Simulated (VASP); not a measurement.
Input:

```
Ge
1.0
    0.00000     2.83195     2.83195
    2.83195     0.00000     2.83195
    2.83195     2.83195     0.00000
Ge
2
Direct
  0.00000   0.00000   0.00000
  0.25000   0.25000   0.25000
```

All values below come from PBEsol GGA, VASP's PBE PAW potentials (set 64) (plane waves; VASP). Numerical set-up: 400 eV cut-off, 10×10×10 Γ-centred mesh, first-order Methfessel-Paxton smearing of 0.10 eV, potentials Ge_d.

Q: What does the run give for the energy per atom (σ→0), band gap (on the k-mesh) with the smallest direct gap where there is one?

A: 
```
Item                                                        Result
------------------------  ----------------------------------------
band gap (on the k-mesh)  none (metal, semimetal or under 0.01 eV)
energy per atom (σ→0)                               -4.935 eV/atom
```

Only differences to runs with the same potentials and settings are physical.

The compound is Ge in the diamond structure. It was relaxed first. The start is the result of an earlier pass.
